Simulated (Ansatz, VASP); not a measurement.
# Two plane-wave programs on Cu3SCl

File INCAR:

```
  ALGO = Normal
  EDIFF = 1E-7
  ENCUT = 520
  GGA = CA
  ISIF = 2
  ISMEAR = 0
  LASPH = True
  LCHARG = True
  LELF = True
  LREAL = False
  LVHAR = True
  LWAVE = False
  NBANDS = 31
  NELM = 100
  PREC = Accurate
  SIGMA = 0.05
```

File KPOINTS:

```
k-points
0
Gamma
  4 4 4
```

File POSCAR:

```
Cu3SCl
1.0
    4.2522517600      0.0000000000      0.0000000000
    0.0000000000      4.2522517600      0.0000000000
    0.0000000000      0.0000000000      4.2522517600
Cl S Cu
1 1 3
Direct
    0.0000000000      0.0000000000      0.0000000000
    0.5000000000      0.5000000000      0.5000000000
    0.5000000000      0.5000000000      0.0000000000
    0.5000000000      0.0000000000      0.5000000000
    0.0000000000      0.5000000000      0.5000000000
```

Input for Ansatz:

```yaml
crystal:
  lattice:
    - [4.25225176, 0.0, 0.0]
    - [0.0, 4.25225176, 0.0]
    - [0.0, 0.0, 4.25225176]
  atoms:
    - { symbol: Cl, position: [0.0, 0.0, 0.0] }
    - { symbol: S, position: [0.5, 0.5, 0.5] }
    - { symbol: Cu, position: [0.5, 0.5, 0.0] }
    - { symbol: Cu, position: [0.5, 0.0, 0.5] }
    - { symbol: Cu, position: [0.0, 0.5, 0.5] }
basis:
  ecutwfc: 420
kpoints:
  mp_grid: { grid: [4, 4, 4] }
hamiltonian:
  xc: lda
scf:
  occupations: { method: gaussian, width: 0.05 }
output:
  forces: true
  stress: true
  eigenvalues: true
```

The cell comes from a database or a generator and needn't be the stable form of this composition.

Alike in both runs: task single point; functional LDA; k mesh 4 × 4 × 4; occupations gaussian, width 0.05 eV; no spin polarisation.

|  | VASP | Ansatz |
| --- | --- | --- |
| version | VASP 6.6.1 | Ansatz 0.2.0 |
| potentials or method | VASP PAW LDA potentials, release 64 (Cl, S, Cu) | scalar-relativistic, plane waves, PAW |
| plane-wave cutoff (eV) | 520 | 420 |
| valence electrons in the cell | 46 | 70 |

```csv
,VASP,Ansatz,Ansatz less VASP
gap on the k mesh at the Fermi level (eV),1.31,1.28,-0.026
least direct gap on the mesh (eV),1.31,1.28,-0.026
pressure (GPa),3.4,3.2,-0.21
```

The two sets of potentials don't hold the same shells in valence.

A k mesh can miss the band edges.
